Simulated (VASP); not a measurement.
Output of a VASP run:

File OUTCAR:
```
 ion  position               nearest neighbor table
   1  0.000  0.000  0.000-   2 2.54   3 2.54   2 2.54   3 2.54   3 2.54   3 2.54   2 2.54   2 2.54
                             3 2.54   3 2.54   2 2.54   2 2.54
   2  0.333  0.667  0.500-   3 1.83   3 1.83   3 1.83   1 2.54   1 2.54   1 2.54   1 2.54   1 2.54
                             1 2.54
   3  0.667  0.333  0.500-   2 1.83   2 1.83   2 1.83   1 2.54   1 2.54   1 2.54   1 2.54   1 2.54
                             1 2.54
  LATTYP: Found a hexagonal cell.
 ALAT       =     3.1650430666
 C/A-ratio  =     1.1138194941
 Subroutine PRICEL returns:
 Original cell was already a primitive cell.
 Subroutine GETGRP returns: Found 24 space group operations
The static configuration has the point symmetry D_6h.
The dynamic configuration has the point symmetry D_6h.
 Subroutine INISYM returns: Found 24 space group operations
 Subroutine IBZKPT returns following result:
 Found    114 irreducible k-points:

 Following reciprocal coordinates:
            Coordinates               Weight
  0.000000  0.000000  0.000000      1.000000
  0.083333  0.000000  0.000000      6.000000
  0.166667  0.000000  0.000000      6.000000
  0.250000  0.000000  0.000000      6.000000
  0.333333  0.000000  0.000000      6.000000
  0.416667  0.000000  0.000000      6.000000
  0.500000  0.000000  0.000000      3.000000
  0.083333  0.083333  0.000000      6.000000
  0.166667  0.083333  0.000000     12.000000
  0.250000  0.083333  0.000000     12.000000
  0.333333  0.083333  0.000000     12.000000
  0.416667  0.083333  0.000000     12.000000
  0.166667  0.166667  0.000000      6.000000
  0.250000  0.166667  0.000000     12.000000
  0.333333  0.166667  0.000000     12.000000
  0.416667  0.166667  0.000000      6.000000
  0.250000  0.250000  0.000000      6.000000
  0.333333  0.250000  0.000000     12.000000
  0.333333  0.333333  0.000000      2.000000
  0.000000  0.000000  0.100000      2.000000
  0.083333  0.000000  0.100000     12.000000
  0.166667  0.000000  0.100000     12.000000
  0.250000  0.000000  0.100000     12.000000
  0.333333  0.000000  0.100000     12.000000
  0.416667  0.000000  0.100000     12.000000
  0.500000  0.000000  0.100000      6.000000
  0.083333  0.083333  0.100000     12.000000
  0.166667  0.083333  0.100000     24.000000
  0.250000  0.083333  0.100000     24.000000
  0.333333  0.083333  0.100000     24.000000
  0.416667  0.083333  0.100000     24.000000
  0.166667  0.166667  0.100000     12.000000
  0.250000  0.166667  0.100000     24.000000
  0.333333  0.166667  0.100000     24.000000
  0.416667  0.166667  0.100000     12.000000
  0.250000  0.250000  0.100000     12.000000
  0.333333  0.250000  0.100000     24.000000
  0.333333  0.333333  0.100000      4.000000
  0.000000  0.000000  0.200000      2.000000
  0.083333  0.000000  0.200000     12.000000
   k-points           NKPTS =    114   k-points in BZ     NKDIM =    114   number of bands    NBANDS=     13
   number of dos      NEDOS =    601   number of ions     NIONS =      3
   total plane-waves  NPLWV =  16128
   dimension x,y,z NGX =    24 NGY =   24 NGZ =   28
   dimension x,y,z NGXF=    48 NGYF=   48 NGZF=   56
   ions per type =               1   2
   PREC   = accura    normal or accurate (medium, high low for compatibility)
   ISTART =      0    job   : 0-new  1-cont  2-samecut
   ICHARG =      2    charge: 1-file 2-atom 10-const
   ISPIN  =      1    spin polarized calculation?
   LNONCOLLINEAR =      F non collinear calculations
   LSORBIT =      F    spin-orbit coupling
   INIWAV =      1    electr: 0-lowe 1-rand  2-diag
   ENCUT  =  520.0 eV  38.22 Ry    6.18 a.u.   5.88  5.88  6.55*2*pi/ulx,y,z
   NELM   =    100;   NELMIN=  2; NELMDL= -5     # of ELM steps
   EDIFF  = 0.1E-06   stopping-criterion for ELM
   LREAL  =      F    real-space projection
   NLSPLINE    = F    spline interpolate recip. space projectors
   LMAXMIX     =    4 max onsite mixed and CHGCAR
...
```

**OSZICAR**
```
       N       E                     dE             d eps       ncg     rms          rms(c)
DAV:   1     0.112054522376E+03    0.11205E+03   -0.98598E+03  2964   0.138E+03
DAV:   2    -0.188802224362E+02   -0.13093E+03   -0.12726E+03  3507   0.335E+02
DAV:   3    -0.240775685859E+02   -0.51973E+01   -0.51576E+01  4766   0.589E+01
DAV:   4    -0.242036665834E+02   -0.12610E+00   -0.12609E+00  3733   0.830E+00
DAV:   5    -0.242065285610E+02   -0.28620E-02   -0.28635E-02  4577   0.103E+00    0.223E+01
DAV:   6    -0.217549972021E+02    0.24515E+01   -0.69656E+00  3575   0.190E+01    0.915E+00
DAV:   7    -0.217167426772E+02    0.38255E-01   -0.86580E-01  4527   0.614E+00    0.312E+00
DAV:   8    -0.217194241032E+02   -0.26814E-02   -0.10581E-01  3586   0.306E+00    0.784E-01
DAV:   9    -0.217155156771E+02    0.39084E-02   -0.19661E-02  3744   0.117E+00    0.143E-01
DAV:  10    -0.217155203888E+02   -0.47116E-05   -0.10064E-03  3727   0.301E-01    0.427E-02
DAV:  11    -0.217155248628E+02   -0.44741E-05   -0.31268E-05  3826   0.655E-02    0.152E-02
DAV:  12    -0.217155286515E+02   -0.37887E-05   -0.28036E-06  3782   0.186E-02    0.353E-03
DAV:  13    -0.217155303645E+02   -0.17130E-05   -0.53928E-07  3658   0.646E-03    0.126E-03
DAV:  14    -0.217155300465E+02    0.31797E-06   -0.29040E-08  1927   0.186E-03    0.375E-04
DAV:  15    -0.217155300400E+02    0.65618E-08   -0.35958E-09  1792   0.678E-04
   1 F= -.21715530E+02 E0= -.21715530E+02  d E =0.000000E+00
```

File OUTCAR:
```
------------------------ aborting loop because EDIFF is reached ----------------------------------------
  FORCE on cell =-STRESS in cart. coord.  units (eV):
  Direction    XX          YY          ZZ          XY          YZ          ZX
  --------------------------------------------------------------------------------------
  Total        0.0334911      0.0334911     -0.0874312      0.0000000      0.0000000     -0.0000000
  in kB        1.7545099      1.7545105     -4.5802854      0.0000000      0.0000000     -0.0000000
  external PRESSURE =      -0.3570883 kB  Pullay stress =       0.0000000 kB
  volume of cell :       30.58
      direct lattice vectors                 reciprocal lattice vectors
     1.582521331 -2.741007817  0.000000000     0.315951507 -0.182414657  0.000000000
     1.582521331  2.741007817  0.000000000     0.315951507  0.182414657  0.000000000
     0.000000000  0.000000000  3.525286667     0.000000000  0.000000000  0.283664874
 POSITION                                       TOTAL-FORCE (eV/Angst)
 -----------------------------------------------------------------------------------
      0.00000      0.00000      0.00000        -0.000000      0.000000      0.000000
      1.58252      0.91367      1.76264         0.000000      0.000000      0.000000
      1.58252     -0.91367      1.76264        -0.000000     -0.000000     -0.000000
 -----------------------------------------------------------------------------------
    total drift:                                0.000000     -0.000000      0.000000
  FREE ENERGIE OF THE ION-ELECTRON SYSTEM (eV)
  ---------------------------------------------------
  free  energy   TOTEN  =       -21.7155300400 eV

  energy  without entropy=      -21.7155300400  energy(sigma->0) =      -21.71553004

 total charge

# of ion       s       p       d       tot
------------------------------------------
    1        2.169   6.030   1.793   9.992
    2        0.668   1.243   0.000   1.910
    3        0.668   1.243   0.000   1.910
--------------------------------------------------
tot          3.505   8.515   1.793  13.813

 Electric field gradients after diagonalization (V/A^2)
 (convention: |V_zz| > |V_xx| > |V_yy|)
----------------------------------------------------------------------
 ion       V_xx      V_yy      V_zz     asymmetry (V_yy - V_xx)/ V_zz
----------------------------------------------------------------------
   1     -21.747   -21.743    43.490       0.000
   2      -0.944    -0.944     1.888       0.000
   3      -0.944    -0.944     1.888       0.000
```
(Selected blocks of OUTCAR.)

File POSCAR:
```
ZrB2
1
    1.5825213308    -2.7410078167    -0.0000000000
    1.5825213308     2.7410078167    -0.0000000000
    0.0000000000    -0.0000000000     3.5252866673
Zr B
1 2
Direct
  0.0000000000   0.0000000000   0.0000000000
  0.3333330000   0.6666670000   0.5000000000
  0.6666670000   0.3333330000   0.5000000000
```

Problem. Reconstruct the remaining input files.

Solution. One answer among several that fit: the input of the run itself, vdW-DF-cx, plane waves, VASP's PBE PAW potentials (set 64).

### KPOINTS
```
Automatic mesh
0
Gamma
12 12 10
0 0 0
```

### INCAR
```
SYSTEM=ZrB2
PREC=Accurate; ENCUT=520; LREAL=.False.
LASPH=.True.
EDIFF=1E-7; NELM=100; ALGO=Normal
LMAXMIX=4
ISMEAR=-5
GGA=CX; LUSE_VDW=.True.; AGGAC=0.0
ISIF=2
LWAVE=.False.; LCHARG=.True.; LORBIT=11
NEDOS=601
LEFG=.True.
```

POTCAR, in this order: Zr_sv B (PBE.64 set). Program: vasp_std.

For a metal the tetrahedron method with Blöchl corrections gives inexact stress and forces.

The compound is ZrB2 in the AlB2 type structure. It was relaxed first.
